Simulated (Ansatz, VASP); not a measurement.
# Cross-check of Ti2Ga between VASP and Ansatz, part 2 of 3

One calculation is typed for both programs; each brings its own data sets and cutoff. How far apart do they land?  The structure shown is the end of the VASP relaxation below.

VASP 6.6.1 and Ansatz 0.2.0.

So far: The structure; VASP: relaxation, PBEsol.

## Step 3: Ansatz: single point, PBEsol

Level of this step: Ansatz beside VASP: Kohn-Sham DFT, plane waves, PBEsol (Ansatz).

Ansatz runs on its default PAW (the set named soft_2) files.

The same cell, functional, mesh and smearing now go to Ansatz, which takes its cutoff from its data sets.

Input file input.yaml:

```yaml
crystal:
  lattice:
    - [4.50999802, 0.0, 0.0]
    - [-2.25499901, 3.90577286, 0.0]
    - [0.0, 0.0, 24.625]
  atoms:
    - { symbol: Ti, position: [0.66666667, 0.33333333, 0.30456853] }
    - { symbol: Ti, position: [0.0, 0.0, 0.36040609] }
    - { symbol: Ti, position: [0.33333333, 0.66666667, 0.41624365] }
    - { symbol: Ti, position: [0.0, 0.0, 0.47208122] }
    - { symbol: Ti, position: [0.66666667, 0.33333333, 0.52804499] }
    - { symbol: Ti, position: [0.0, 0.0, 0.5838714] }
    - { symbol: Ti, position: [0.33333333, 0.66666667, 0.6297814] }
    - { symbol: Ti, position: [0.0, 0.0, 0.68340009] }
    - { symbol: Ga, position: [0.33333333, 0.66666667, 0.30456853] }
    - { symbol: Ga, position: [0.66666667, 0.33333333, 0.41624365] }
    - { symbol: Ga, position: [0.33333333, 0.66666667, 0.52415374] }
    - { symbol: Ga, position: [0.66666667, 0.33333333, 0.64314013] }
hamiltonian:
  xc: pbesol
  pseudopotentials: { kind: paw }
kpoints:
  mp_grid: { grid: [6, 6, 1] }
scf:
  occupations: { method: gaussian, width: 0.05 }
  n_extra_bands: 7
efield:
  axis: 3
  dipole_correction: true
  ramp_width: 0.04
output:
  forces: true
  eigenvalues: true
```

Launch:

```console
$ ansatz run input.yaml --threads 4 --pin off --max-ram 9216MiB --backend cpu --events-out ev --progress --plain --runs-dir out
```

Numbers of over 12 decimals in the logs are rounded to 6 here.

The program printed:

```text
scf.n_extra_bands = 7 over 74 filled bands (N_el = 148.0): the run solves 81 bands
Engine: ansatz 0.2.0, aarch64-unknown-linux-gnu
Pseudopotentials: kind: paw
Pseudopotential: Ti, paw, valence charge 12, recommended cutoff 420 eV (normal), Ti.paw.azcp
Pseudopotential: Ga, paw, valence charge 13, recommended cutoff 420 eV (normal), Ga.paw.azcp
Functional definition: PBEsol
  exchange = pbesol_x
  correlation = pbesol_c
Crystal: 12 atoms, lattice volume = 433.770 Å³
Basis set: ecut = 420 eV, 8465 PW (Γ), exchange–correlation on 64×64×360 points (8 copies of the dense FFT grid, shifted against one another)
Bands: 81, of which v1, the nominal top of the filled ones, is band 74 counted from 1 (73 counted from 0)
Symmetry: 6 space group operations
Space group: P3m1 (ITA 156), of the structure as read, at distance tolerance 7.6e-5 Å
k-points: 7 of 36 (time reversal used)
Non-local potential: Ti, projectors of the file, l = 0: 3, l = 1: 2, l = 2: 3, l = 3: 1
Non-local potential: Ga, projectors of the file, l = 0: 2, l = 1: 2, l = 2: 3, l = 3: 1
PAW form: soft (Blöchl's): semilocal exchange-correlation on the pseudo side does not see the compensation charge
PAW frozen core: Ti, regenerated for the run's functional, and the local potential with it (the file was generated under x = pbe(κ = 0.804, μ = 0.219515), c = pbe(β = 0.066725))
PAW frozen core: Ga, regenerated for the run's functional, and the local potential with it (the file was generated under x = pbe(κ = 0.804, μ = 0.219515), c = pbe(β = 0.066725))
PAW one-centre angular grid: Ti, 590 points (default); XC on 64 Gauss nodes
PAW one-centre angular grid: Ga, 590 points (default); XC on 64 Gauss nodes
Initial density: superposition of atomic densities (neutral atoms: chi_scale 0, normalization atom), corrected by the library's trained network
Initial wavefunctions: pseudopotential atomic-orbital guess
Functional: x = pbesol(κ = 0.804, μ = 0.123457), c = pbesol(β = 0.046)
SCF iter   1: F=—  HF=-34764.651571 eV  |F-HF|=—  |Δ(HF+E_count)|=         —  Δρ=8.85e-3  dr2=9.44e-1  ethr=1.77e-3  p=0.091 e·Å  D=3.80e-2 V/Å  ΔV_dip=-0.94 eV  dr2_dipole=2.25e-1  V_vac-E_F(+/−)=3.37/4.31 eV  ⟨swp⟩=8.1  Hψ=2520  notcnv=0
efield: sawtooth ramp at fractional position 0.9740 (placed from the atoms, in the widest stretch of the axis that holds none; the zero of the levels goes with the place), width 0.0400; the density the first Hamiltonian is built on has a dipole p = 0.091 e·Å; the dipole correction subtracts the counter field D = 3.80e-2 V/Å, which shifts the + side's vacuum level by -0.94 eV against the − side's; the planar-averaged density in the ramp window peaks in size at 1.7e-5 e/Å³
preconditioner: auto → LDOS  [insulator: Δε(μ)=0.069 eV  Ē_g=8.539 eV  σ=0.050 eV  W_gap=0.65  n_scr=94 (ndim 8)  ℏωp=16.3 eV  f_vac=0.495  D(μ)=9.62/eV (n_scr^D=68)  ε∞_Penn≈4.7  β→1.0]
SCF iter   2: F=—  HF=-34764.629391 eV  |F-HF|=—  |Δ(HF+E_count)|=   2.22e-2  Δρ=7.67e-3  dr2=5.57e-1  ethr=6.38e-4  p=0.074 e·Å  D=3.08e-2 V/Å  ΔV_dip=-0.76 eV  dr2_dipole=9.11e-2  V_vac-E_F(+/−)=3.12/3.88 eV  ⟨swp⟩=3.3  Hψ=884  notcnv=0  defer=7
SCF iter   3: F=—  HF=-34764.586386 eV  |F-HF|=—  |Δ(HF+E_count)|=   4.30e-2  Δρ=1.67e-3  dr2=4.58e-2  ethr=3.76e-4  p=0.078 e·Å  D=3.24e-2 V/Å  ΔV_dip=-0.80 eV  dr2_dipole=1.72e-2  V_vac-E_F(+/−)=3.15/3.95 eV  ⟨swp⟩=2.7  Hψ=723  notcnv=0  defer=7
SCF iter   4: F=—  HF=-34764.586388 eV  |F-HF|=—  |Δ(HF+E_count)|=   2.80e-6  Δρ=6.16e-4  dr2=2.47e-3  ethr=3.09e-5  p=0.077 e·Å  D=3.20e-2 V/Å  ΔV_dip=-0.79 eV  dr2_dipole=8.21e-5  V_vac-E_F(+/−)=3.13/3.92 eV  ⟨swp⟩=2.0  Hψ=636  notcnv=0  defer=7
SCF iter   5: F=—  HF=-34764.586023 eV  |F-HF|=—  |Δ(HF+E_count)|=   3.65e-4  Δρ=1.57e-4  dr2=4.93e-4  ethr=1.67e-6  p=0.078 e·Å  D=3.23e-2 V/Å  ΔV_dip=-0.80 eV  dr2_dipole=2.36e-4  V_vac-E_F(+/−)=3.12/3.92 eV  ⟨swp⟩=2.6  Hψ=898  notcnv=0  defer=7
SCF iter   6: F=—  HF=-34764.586040 eV  |F-HF|=—  |Δ(HF+E_count)|=   1.62e-5  Δρ=6.95e-5  dr2=3.49e-5  ethr=3.33e-7  p=0.078 e·Å  D=3.26e-2 V/Å  ΔV_dip=-0.80 eV  dr2_dipole=1.53e-5  V_vac-E_F(+/−)=3.11/3.92 eV  ⟨swp⟩=2.0  Hψ=642  notcnv=0  defer=7
SCF iter   7: F=—  HF=-34764.586192 eV  |F-HF|=—  |Δ(HF+E_count)|=   1.52e-4  Δρ=2.17e-5  dr2=6.64e-6  ethr=2.36e-8  p=0.079 e·Å  D=3.29e-2 V/Å  ΔV_dip=-0.81 eV  dr2_dipole=8.52e-7  V_vac-E_F(+/−)=3.11/3.92 eV  ⟨swp⟩=2.1  Hψ=1011  notcnv=0  defer=7
SCF iter   8: F=—  HF=-34764.586193 eV  |F-HF|=—  |Δ(HF+E_count)|=   1.20e-6  Δρ=1.10e-5  dr2=1.22e-6  ethr=4.49e-9  p=0.079 e·Å  D=3.30e-2 V/Å  ΔV_dip=-0.81 eV  dr2_dipole=2.02e-7  V_vac-E_F(+/−)=3.10/3.92 eV  ⟨swp⟩=2.3  Hψ=787  notcnv=0  defer=7
SCF iter   9: F=—  HF=-34764.586193 eV  |F-HF|=—  |Δ(HF+E_count)|=   1.13e-7  Δρ=4.21e-6  dr2=1.82e-7  ethr=8.27e-10  p=0.079 e·Å  D=3.30e-2 V/Å  ΔV_dip=-0.81 eV  dr2_dipole=1.30e-8  V_vac-E_F(+/−)=3.10/3.92 eV  ⟨swp⟩=2.1  Hψ=859  notcnv=0  defer=7
SCF iter  10: F=-34764.586193 eV  HF=-34764.586193 eV  |F-HF|=9.66e-9  |Δ(HF+E_count)|=   3.54e-8  Δρ=1.19e-6  dr2=9.29e-9  ethr=6.76e-11  p=0.079 e·Å  D=3.31e-2 V/Å  ΔV_dip=-0.81 eV  dr2_dipole=2.22e-10  V_vac-E_F(+/−)=3.10/3.92 eV  ⟨swp⟩=15.7  Hψ=2436  notcnv=0
SCF 1 converged in 10 iterations: F = -34764.586193 eV  dr2 = 9.29e-9
  greatest PAW one-centre occupation: 0.999 electrons in one spin orbital (limit 2), on the Ti atom at site 1 (counted from 0), in its partial waves of l = 0
SCF converged after 10 iterations
Free energy (F): -34764.586193 eV
Harris-Foulkes:  -34764.586193 eV  (|F-HF|=9.66e-9)
Internal energy: -34764.571891 eV  (E = F + TS)
E sigma→0 (E₀):  -34764.579042 eV
Entropy (-TS):   -0.014302 eV (-1.192 meV/atom)
Fermi energy:    4.000116 eV
Dipole field:    D = 0.033067 V/Å  (p = 0.079266 e·Å, saw-weighted, corrected)
Work function:   Φ+ = 3.1034 eV   Φ− = 3.9177 eV
Levels:          The Fermi level and band energies are counted from a zero that moves with the ramp; work functions are not
--- Per-component energies (eV) ---
  E_band       = -2544.349127
  E_kinetic    = 2644.591720
  E_local      = -159465.082544  (includes V_loc(G=0)·N_el)
  E_nonlocal   = 1772.498495
  E_hartree    = 78349.632885
  E_xc         = -1050.332970
  E_vxc        = -1207.523608  (∫ρ·V_xc dr)
  E_paw        = -15966.632730  (= ΣΔE_a)
  E_vpaw       = -2988.748094  (= ΣTr[D̂ρ^β])
  E_aug_tail   = 0.000432  (compensation charges beyond the density's cutoff)
  E_efield     = 0.001311  (sawtooth field / dipole correction)
  E_vefield    = 0.673195  (∫n·V_field dr)
  E_ewald      = 58946.184525
  E_core_change = 4.566986  (= ΣΔE_core)
  E_smearing   = -0.014302  (= −TS)
  E_closure    = 0.000000  (closes the sum)
  Σ components = -34764.586193   (vs F -34764.586193, Δ=0.00e0)
--- Forces (eV/Å), atoms counted from 1 ---
  atom   1  Ti     0.00000000     0.00000000     0.56721008
  atom   2  Ti     0.00000000     0.00000000    -0.06338885
  atom   3  Ti     0.00000000    -0.00000000    -0.20449781
  atom   4  Ti    -0.00000000    -0.00000000    -0.53870299
  atom   5  Ti     0.00000000     0.00000000     0.00460363
  atom   6  Ti     0.00000000    -0.00000000    -0.11538667
  atom   7  Ti    -0.00000000    -0.00000000    -0.00849119
  atom   8  Ti     0.00000000     0.00000000     0.17187794
  atom   9  Ga    -0.00000000    -0.00000000     0.39260326
  atom  10  Ga     0.00000000     0.00000000    -0.21574799
  atom  11  Ga     0.00000000    -0.00000000    -0.00044778
  atom  12  Ga     0.00000000     0.00000000     0.01033840
  max |Σ_I F_I| component: 3.00e-5 eV/Å
--- Band table (eV; the first three rows and the last of 7) ---
  k-point 0: bands = [... 70 lower, 3.4832, 3.4832, 3.5755, 3.5755, 3.8304, 3.8304, 4.1740, 4.3693, ... 3 higher]
  k-point 1: bands = [... 70 lower, 3.4944, 3.5350, 3.6055, 3.6229, 3.9212, 3.9452, 4.4273, 4.5337, ... 3 higher]
  k-point 2: bands = [... 70 lower, 3.5566, 3.6725, 3.7252, 3.8765, 4.1334, 4.1668, 4.4648, 4.6716, ... 3 higher]
  k-point 6: bands = [... 70 lower, 3.7272, 3.9531, 3.9667, 4.0527, 4.0723, 4.4052, 4.4340, 4.6474, ... 3 higher]
```

It took 8.4 s on 4 threads of Arm Neoverse V2, shared host; peak memory 1 GiB; 32 s of CPU time.

## Step 4: Comparison

Known differences besides the PAW data sets themselves: the data sets hold 148 valence electrons in Ansatz (default PAW (the set named soft_2) files) and 44 in VASP; the cutoff is 420 eV in Ansatz and 300 eV in VASP (PREC = Normal); Ansatz makes its cores anew for this functional, VASP keeps those of its PBE data sets; VASP leaves aspherical gradient terms in its spheres out (LASPH is not set), Ansatz keeps them. Total energies have different zeros and are not compared.

Forces on 10 of the 12 atoms, picked by the larger force of the two programs (eV/Å; atoms numbered as in POSCAR):

```
atom        Ansatz x, y, z          VASP x, y, z
 Ti1   0.000, 0.000, 0.567   0.000, 0.000, 0.621
 Ti2  0.000, 0.000, -0.063  0.000, 0.000, -0.023
 Ti3  0.000, 0.000, -0.204  0.000, 0.000, -0.219
 Ti4  0.000, 0.000, -0.539  0.000, 0.000, -0.544
 Ti6  0.000, 0.000, -0.115   0.000, 0.000, 0.000
 Ti7  0.000, 0.000, -0.008   0.000, 0.000, 0.000
 Ti8   0.000, 0.000, 0.172   0.000, 0.000, 0.005
 Ga9   0.000, 0.000, 0.393   0.000, 0.000, 0.401
Ga10  0.000, 0.000, -0.216  0.000, 0.000, -0.224
Ga12   0.000, 0.000, 0.010  0.000, 0.000, -0.005
```

The forces differ by 36 meV/Å r.m.s., which is 22.3 % of the r.m.s. force of 0.16 eV/Å (both taken over all components, held atoms included).

## Step 5: What moves the difference

The difference is large enough to ask for its cause, so further runs change the set-up of one program at a time, as the table lists.

```
                                                           run  r.m.s. force difference (meV/Å)
                                                      as above                               36
cores kept as stored, as VASP does, whose cores stay as stored                               36
                   norm-conserving potentials (cutoff 1143 eV)                               38
```

## Step 6: VASP: band structure, PBEsol

Levels along a path test the potential and the projectors away from the mesh points.

Input file INCAR:

```
SYSTEM = Ti2Ga
PREC = Normal
ENCUT = 300
EDIFF = 1E-06
NELM = 120
ISMEAR = 0
SIGMA = 0.05
LREAL = .FALSE.
ALGO = Fast
GGA = PS
NBANDS = 50
LORBIT = 11
LWAVE = .TRUE.
LCHARG = .TRUE.
IDIPOL = 3
LDIPOL = .TRUE.
DIPOL = 0.5 0.5 0.489
LVHAR = .TRUE.
LVACPOTAV = .TRUE.
LELF = .TRUE.
NEDOS = 1500
```

Input file POSCAR:

```
Ti2Ga
1.0
    4.5099980207      0.0000000000      0.0000000000
   -2.2549990104      3.9057728569      0.0000000000
    0.0000000000      0.0000000000     24.6250000000
Ti Ga
8 4
Direct
    0.6666666700      0.3333333300      0.3045685300
    0.0000000000      0.0000000000      0.3604060900
    0.3333333300      0.6666666700      0.4162436500
    0.0000000000      0.0000000000      0.4720812200
    0.6666666700      0.3333333300      0.5280449946
    0.0000000000      0.0000000000      0.5838714029
    0.3333333300      0.6666666700      0.6297814043
    0.0000000000      0.0000000000      0.6834000857
    0.3333333300      0.6666666700      0.3045685300
    0.6666666700      0.3333333300      0.4162436500
    0.3333333300      0.6666666700      0.5241537441
    0.6666666700      0.3333333300      0.6431401254
```

Input file KPOINTS:

```
Automatic mesh
0
Gamma
6 6 1
0 0 0
```

Input file KPOINTS_OPT:

```
Line mode
14
Line-mode
Reciprocal
  0.00000000   0.00000000   0.00000000 GAMMA
  0.50000000   0.00000000   0.00000000 M

  0.50000000   0.00000000   0.00000000 M
  0.33333333   0.33333333   0.00000000 K

  0.33333333   0.33333333   0.00000000 K
  0.00000000   0.00000000   0.00000000 GAMMA
```

Potentials, in the order of the species: Ti and Ga (PBE family, release 64).

Launch:

```console
$ mpirun -np 2 vasp_std
```

The program printed:

```text
[banner, memory and clock lines left out]
running    2 mpi-ranks, on    1 nodes
[...]
[... a notice as in an earlier step ...]

 LDA part: xc-table for (Slater+PW92), standard interpolation
 POSCAR, INCAR and KPOINTS ok, starting setup
[...]
entering main loop
       N       E                     dE             d eps       ncg     rms          rms(c)
DAV:   1     0.172896867383E+03    0.17290E+03   -0.98302E+03   700   0.440E+02
DAV:   2    -0.747467237990E+02   -0.24764E+03   -0.22470E+03   728   0.135E+02
DAV:   3    -0.949980238919E+02   -0.20251E+02   -0.19443E+02   900   0.434E+01
DAV:   4    -0.957655960958E+02   -0.76757E+00   -0.76229E+00   928   0.918E+00
[...]
RMM:  34    -0.801487419815E+02   -0.25711E-05   -0.28128E-07   557   0.111E-03    0.131E-03
RMM:  35    -0.801487430880E+02   -0.11065E-05   -0.17031E-07   510   0.778E-04    0.481E-04
RMM:  36    -0.801487435685E+02   -0.48056E-06   -0.96181E-08   437   0.535E-04
|                                                                             |
[...]
1 F= -.80148744E+02 E0= -.80141481E+02  d E =-.145243E-01
 Start KPOINTS_OPT (optional k-point list driver)
k-point batch [1-7\42]
       N       E                     dE             ncg
DAV:   1     0.695276668442E+03    0.46788E+02      700
DAV:   2    -0.788292751412E+03   -0.14836E+04      710
DAV:   3    -0.899130500431E+03   -0.11084E+03      862
DAV:   4    -0.901986388624E+03   -0.28559E+01      920
DAV:   5    -0.902049572472E+03   -0.63184E-01      960
DAV:   6    -0.902051231808E+03   -0.16593E-02      928
DAV:   7    -0.902051292065E+03   -0.60257E-04      960
DAV:   8    -0.902051294600E+03   -0.25344E-05      808
DAV:   9    -0.902051294721E+03   -0.12190E-06      576
[...]
k-point batch [36-42\42]
       N       E                     dE             ncg
DAV:   1     0.689485629264E+03   -0.25120E+03      700
DAV:   2    -0.787504086755E+03   -0.14770E+04      710
DAV:   3    -0.896918719152E+03   -0.10941E+03      902
DAV:   4    -0.899727801347E+03   -0.28091E+01      928
DAV:   5    -0.899793917053E+03   -0.66116E-01      976
DAV:   6    -0.899795851073E+03   -0.19340E-02      936
DAV:   7    -0.899795910943E+03   -0.59870E-04      992
DAV:   8    -0.899795913408E+03   -0.24653E-05      800
DAV:   9    -0.899795913515E+03   -0.10670E-06      584
 writing wavefunctions
```

(Continued in part 3 of 3.)

[Lines on the potential files, build, host, timing and source positions are cut from VASP's logs without a mark.]

[Logs are printed without paths, hosts, clocks, repeated set-up lines and the standing remarks that a program may print on its own settings, such as how far it seeks lower states.]

[Hosts, paths, dates, database ids (printed as entryN), source tags and the programs' standing remarks are cut or masked in the printed files.]
